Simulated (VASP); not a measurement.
# Be2CdS3 (Cmc2_1) in VASP: notebook, part 2 of 2

VASP 6.6.1.

## 3. Single point, PBEsol

Contents of INCAR:

```
SYSTEM = Be2CdS3
PREC = Accurate ; ENCUT = 520
EDIFF = 1E-6 ; ISMEAR = 0
SIGMA = 0.03 ; LREAL = .False.
LASPH = .True. ; NELM = 100
ALGO = Fast ; ISIF = 2
LWAVE = .False. ; LCHARG = .False.
GGA = PS ; KPAR = 4
```

Contents of KPOINTS:

```
regular mesh
0
Gamma
  6 6 4
  0 0 0
```

Contents of POSCAR:

```
Be2CdS3
1.0
    5.5236600000     -3.1932600000      0.0000000000
    5.5236600000      3.1932600000      0.0000000000
    0.0000000000      0.0000000000      5.9756000000
Be Cd S
4 2 6
Direct
    0.4850280000      0.1684930000      0.0043390000
    0.8315070000      0.5149720000      0.0043390000
    0.5149720000      0.8315070000      0.5043390000
    0.1684930000      0.4850280000      0.5043390000
    0.1783380000      0.8216620000      0.9994580000
    0.8216620000      0.1783380000      0.4994580000
    0.5489620000      0.8367180000      0.8610820000
    0.1632820000      0.4510380000      0.8610820000
    0.7827390000      0.2172610000      0.9248950000
    0.4510380000      0.1632820000      0.3610820000
    0.8367180000      0.5489620000      0.3610820000
    0.2172610000      0.7827390000      0.4248950000
```

Potentials or basis: VASP PAW PBE potentials, release 64 (Be, Cd, S).

On the command line:

```bash
> cat potpaw_PBE.64/Be/POTCAR potpaw_PBE.64/Cd/POTCAR potpaw_PBE.64/S/POTCAR > POTCAR
> mpirun -np 4 vasp_std > vasp.out
```

OUTCAR:

```text
SYSTEM = Be2CdS3
   PREC = Accurate
   ENCUT = 520
   EDIFF = 1E-6
   ISMEAR = 0
   LREAL = .False.
   LASPH = .True.
   NELM = 100
   ISIF = 2
   GGA = PS

 ion  position               nearest neighbor table
   1  0.485  0.168  0.004-   8 2.12   7 2.13   9 2.13  10 2.14
   2  0.832  0.515  0.004-   7 2.12   8 2.13   9 2.13  11 2.14
   3  0.515  0.832  0.504-  11 2.12  10 2.13  12 2.13   7 2.14
   4  0.168  0.485  0.504-  10 2.12  11 2.13  12 2.13   8 2.14
   5  0.178  0.822  0.999-   7 2.55   8 2.55  12 2.55   9 2.57   6 3.76   6 3.76
   6  0.822  0.178  0.499-  10 2.55  11 2.55   9 2.55  12 2.57   5 3.76   5 3.76
   7  0.549  0.837  0.861-   2 2.12   1 2.13   3 2.14   5 2.55
   8  0.163  0.451  0.861-   1 2.12   2 2.13   4 2.14   5 2.55
   9  0.783  0.217  0.925-   1 2.13   2 2.13   6 2.55   5 2.57
  10  0.451  0.163  0.361-   4 2.12   3 2.13   1 2.14   6 2.55
  11  0.837  0.549  0.361-   3 2.12   4 2.13   2 2.14   6 2.55
  12  0.217  0.783  0.425-   3 2.13   4 2.13   5 2.55   6 2.57

  LATTYP: Found a base centered orthorhombic cell.
 ALAT       =     6.3865200000
 B/A-ratio  =     1.7297871141
 C/A-ratio  =     0.9356582301

  Lattice vectors:

 A1 = (  -5.5236600000,  -3.1932600000,   0.0000000000)
 A2 = (   5.5236600000,  -3.1932600000,   0.0000000000)
 A3 = (   0.0000000000,   0.0000000000,   5.9756000000)

Analysis of symmetry for initial positions (statically):
=====================================================================
 Subroutine PRICEL returns:
 Original cell was already a primitive cell.

 Routine SETGRP: Setting up the symmetry group for a
 base centered orthorhombic supercell.

 Subroutine GETGRP returns: Found  4 space group operations
 (whereof  2 operations were pure point group operations)
 out of a pool of  8 trial point group operations.

The static configuration has the point symmetry C_1h.
 The point group associated with its full space group is C_2v.

Analysis of symmetry for dynamics (positions and initial velocities):
=====================================================================
 Subroutine PRICEL returns:
 Original cell was already a primitive cell.

 Routine SETGRP: Setting up the symmetry group for a
 base centered orthorhombic supercell.

 Subroutine GETGRP returns: Found  4 space group operations
 (whereof  2 operations were pure point group operations)
 out of a pool of  8 trial point group operations.

The dynamic configuration has the point symmetry C_1h.
 The point group associated with its full space group is C_2v.

 Subroutine INISYM returns: Found  4 space group operations
 (whereof  2 operations are pure point group operations),
 and found     1 'primitive' translations

----------------------------------------------------------------------------------------

                                     Primitive cell

  volume of cell :     210.8010

  direct lattice vectors                    reciprocal lattice vectors
     5.523660000 -3.193260000  0.000000000     0.090519692 -0.156579796  0.000000000
     5.523660000  3.193260000  0.000000000     0.090519692  0.156579796  0.000000000
     0.000000000  0.000000000  5.975600000     0.000000000  0.000000000  0.167347212

  length of vectors
     6.380260906  6.380260906  5.975600000     0.180861956  0.180861956  0.167347212

  position of ions in fractional coordinates (direct lattice)
     0.485028000  0.168493000  0.004339000
     0.831507000  0.514972000  0.004339000
     0.514972000  0.831507000  0.504339000
[... 86 lines left out ...]
 SYSTEM =  Be2CdS3
   PREC   = accura    normal or accurate (medium, high low for compatibility)
   ISTART =      0    job   : 0-new  1-cont  2-samecut
   ICHARG =      2    charge: 1-file 2-atom 10-const
   ISPIN  =      1    spin polarized calculation?
   LNONCOLLINEAR =      F non collinear calculations
   LSORBIT =      F    spin-orbit coupling
   LASPH  =      T    aspherical Exc in radial PAW
   ENCUT  =  520.0 eV  38.22 Ry    6.18 a.u.  11.86 11.86 11.11*2*pi/ulx,y,z
   NELM   =    100;   NELMIN=  2; NELMDL= -5     # of ELM steps
   EDIFF  = 0.1E-05   stopping-criterion for ELM
   LREAL  =      F    real-space projection
   EDIFFG = 0.1E-04   stopping-criterion for IOM
   NSW    =      0    number of steps for IOM
   IBRION =     -1    ionic relax: 0-MD 1-quasi-New 2-CG
   NFREE  =      0    steps in history (QN), initial steepest desc. (CG)
   ISIF   =      2    stress and relaxation
   ISYM   =      2    0-nonsym 1-usesym 2-fastsym
   POTIM  = 0.5000    time-step for ionic-motion
   TEBEG  =    0.0;   TEEND  =   0.0 temperature during run
   PSTRESS=    0.0 pullay stress
   NELECT =      68.0000    total number of electrons
   NUPDOWN=      -1.0000    fix difference up-down
   EMIN   =  10.00;   EMAX   =-10.00  energy-range for DOS
   EFERMI =   0.00;   METHOD = LEGACY
   ISMEAR =     0;   SIGMA  =   0.03  broadening in eV -4-tet -1-fermi 0-gaus
   EFERMI_NEDOS =   21; number of points for ismear=-14 and -15
   IALGO  =     68    algorithm
   IMIX   =      4    mixing-type and parameters
     AMIX     =   0.40;   BMIX     =  1.00
     AMIX_MAG =   1.60;   BMIX_MAG =  1.00
  volume/ion in A,a.u.               =      17.57       118.55
  Fermi-wavevector in a.u.,A,eV,Ry     =   1.122760  2.121709 17.151365  1.260590
  Thomas-Fermi vector in A             =   2.259422
   LORBIT       =      0    0 simple, 1 ext, 2 COOP (PROOUT), +10 PAW based schemes
   GGA     = PS    functional components
   LHFCALC =     F    Hartree Fock is set to
   AEXX    =    0.0000 exact exchange contribution
   IVDW    =     0    specifies the selected vdW correction
   LEPSILON=     F    determine dielectric tensor
   LRPA    =     F    only Hartree local field effects (RPA)
 non-spin polarized calculation
 RMM-DIIS sequential band-by-band and
 Gauss-broadening in eV      SIGMA  =   0.03
  energy-cutoff  :      520.00
  volume of cell :      210.80
 maximum number of plane-waves:      5710
   NGX = 23   NGY = 23   NGZ = 23

 number of electron      68.0000007 magnetization

 Free energy of the ion-electron system (eV)
  ---------------------------------------------------
  ext. energy  EPLUGINS =         0.00000000
  ---------------------------------------------------
  free energy    TOTEN  =       -55.54629236 eV

  energy without entropy =      -55.54629236  energy(sigma->0) =      -55.54629236

 E-fermi :   2.9742     XC(G=0):  -9.7909

 val. band max:        2.8103271156   @ k =   0.0000   0.0000   0.0000
 cond. band min:       5.7503664081   @ k =   0.0000   0.0000   0.0000
 fundamental gap:      2.9400392925
 Fermi energy:         2.9741737153

 k-point     1 :       0.0000    0.0000    0.0000
  band No.  band energies     occupation
      1     -10.2667      2.00000
      2      -9.1358      2.00000
      3      -8.7912      2.00000
      4      -8.7756      2.00000
      5      -8.7536      2.00000
      6      -8.7526      2.00000
[... 1045 lines left out ...]
     40       8.1090      0.00000
     41       8.6909      0.00000

 [... further k-points ...]

------------------------ aborting loop because EDIFF is reached ----------------------------------------

  FORCE on cell =-STRESS in cart. coord.  units (eV):
  Direction    XX          YY          ZZ          XY          YZ          ZX
  --------------------------------------------------------------------------------------
  -------------------------------------------------------------------------------------
  Total       -3.4794189     -3.4820915     -3.3874435      0.0000000      0.0000000      0.0000000
  in kB      -26.4450604    -26.4653738    -25.7460085      0.0000000      0.0000000      0.0000000
  external PRESSURE =     -26.2188142 kB  Pullay stress =       0.0000000 kB

 VOLUME and BASIS-vectors are now :
 -----------------------------------------------------------------------------
  energy-cutoff  :      520.00
  volume of cell :      210.80
      direct lattice vectors                 reciprocal lattice vectors
     5.523660000 -3.193260000  0.000000000     0.090519692 -0.156579796  0.000000000
     5.523660000  3.193260000  0.000000000     0.090519692  0.156579796  0.000000000
     0.000000000  0.000000000  5.975600000     0.000000000  0.000000000  0.167347212

 POSITION                                       TOTAL-FORCE (eV/Angst)
 -----------------------------------------------------------------------------------
      3.60983     -1.01078      0.02593         0.002142     -0.001443      0.004896
      7.43749     -1.01078      0.02593        -0.002142     -0.001443      0.004896
      7.43749      1.01078      3.01373        -0.002142      0.001443      0.004896
      3.60983      1.01078      3.01373         0.002142      0.001443      0.004896
      5.52366      2.05430      5.97236         0.000000     -0.000401      0.008682
      5.52366     -2.05430      2.98456         0.000000      0.000401      0.008682
      7.65403      0.91888      5.14548        -0.100225      0.053709      0.037593
      3.39329      0.91888      5.14548         0.100225      0.053709      0.037593
      5.52366     -1.80572      5.52680         0.000000     -0.128072     -0.093660
      3.39329     -0.91888      2.15768         0.100225     -0.053709      0.037593
      7.65403     -0.91888      2.15768        -0.100225     -0.053709      0.037593
      5.52366      1.80572      2.53900         0.000000      0.128072     -0.093660
 -----------------------------------------------------------------------------------
    total drift:                                0.000000     -0.000000     -0.000147

  FREE ENERGIE OF THE ION-ELECTRON SYSTEM (eV)
  ---------------------------------------------------
  free  energy   TOTEN  =       -55.5462923601 eV

  energy  without entropy=      -55.5462923601  energy(sigma->0) =      -55.54629236
```

It took 57 s on 4 MPI ranks of Intel Xeon 6975P-C (Granite Rapids), shared host; peak memory 0.5 GiB.

Results:

```yaml
Free_energy: -55.5463 eV
Pressure: -2.6 GPa
Largest_force: 0.159 eV/Å
Band_gap_on_the_k_mesh: 2.94 eV, direct
```

Forces on the atoms (eV/Å):
```
Be   0.002 -0.001  0.005
Be  -0.002 -0.001  0.005
Be  -0.002  0.001  0.005
Be   0.002  0.001  0.005
Cd   0.000  0.000  0.009
Cd   0.000  0.000  0.009
S   -0.100  0.054  0.038
S    0.100  0.054  0.038
S    0.000 -0.128 -0.094
S    0.100 -0.054  0.038
S   -0.100 -0.054  0.038
S    0.000  0.128 -0.094
```

Levels at points of the mesh, in eV from the valence-band top:
```tsv
k point	band 30	band 31	band 32	band 33	band 34	band 35	band 36	band 37	band 38	band 39
(0.00, 0.00, 0.00)	-0.86	-0.79	-0.11	-0.01	0.00	2.94	3.41	4.17	4.26	5.63
(0.50, 0.00, 0.00)	-1.14	-0.95	-0.88	-0.71	-0.42	3.33	3.83	5.06	5.07	5.28
(0.50, 0.50, 0.00)	-1.26	-1.01	-0.78	-0.59	-0.35	3.21	3.80	4.88	5.06	5.28
(0.00, 0.00, 0.50)	-0.66	-0.47	-0.47	-0.36	-0.36	3.85	3.85	4.77	4.77	5.38
(0.50, 0.00, 0.50)	-1.57	-0.98	-0.98	-0.60	-0.60	3.72	3.72	4.87	4.88	4.94
(0.50, 0.50, 0.50)	-1.68	-0.95	-0.95	-0.77	-0.77	3.88	3.88	4.91	4.99	5.08
```

Caveat: the PAW data sets were made with another functional, which shifts forces and pressure a little. A k mesh can miss the band edges.
